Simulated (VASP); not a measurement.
Consider the following.

```xyz
4
Lattice="-0.0051 3.9016 3.9024 3.9016 -0.0051 3.9024 1.9482 1.9482 0.0000" Properties=species:S:1:pos:R:3 pbc="T T T"
Pt    -0.0051     3.9016     3.9024
Pt     3.8990     1.9457     1.9512
Pt     3.8990     1.9457     5.8536
Pd     1.9482     1.9482     3.9024
```

Method: PBEsol GGA, VASP's PBE PAW potentials (set 64) (plane waves; VASP). Settings: 400 eV cut-off, Gaussian smearing of 0.050 eV, potentials Pt Pd.

Task: Give the energies of bands 10 to 23 at the high-symmetry points, in eV from the Fermi level.

Result: 
```
band      Γ      Y     C0      Z     A0      T      S      R
----  -----  -----  -----  -----  -----  -----  -----  -----
10    -3.51  -3.97  -3.57  -4.06  -3.24  -3.53  -3.41  -3.44
11    -3.41  -2.83  -3.31  -3.95  -1.94  -0.27  -3.34  -3.26
12    -3.38  -2.60  -3.10  -3.86  -1.88  -0.16  -3.07  -2.91
13    -1.52  -2.43  -2.52  -2.45  -0.97  -0.15  -3.03  -2.08
14    -1.52  -2.36  -2.48  -2.36  -0.95  -0.05  -3.02  -2.08
15    -0.30  -2.07  -2.25  -1.85  -0.29  -0.01  -2.09  -2.03
16    -0.14  -2.03  -2.23  -1.80  -0.13   0.04  -2.02  -2.01
17    -0.05  -1.98  -1.97  -1.68  -0.07   0.13  -1.37  -0.07
18    -0.03  -1.95  -1.33  -1.55   0.06   0.15  -1.37   0.20
19     0.00  -1.66  -1.20   0.26   0.17   0.34  -1.32   0.23
20     0.10  -1.57  -0.84   0.66   0.22   0.46  -1.31   0.29
21     0.14  -0.89  -0.64   1.92   2.05   0.50   0.07   2.97
22     0.48  -0.69  -0.53   2.12   2.06   0.66   0.26   3.08
23     0.49   1.90   0.14   7.49   2.30   2.10   3.03   3.25
```

It has no gap at this level: it comes out as a metal or semimetal.

The structure was generated: PdPt3 was put into an ordered model structure (Cmmm), which need not be its known phase. It was relaxed first.
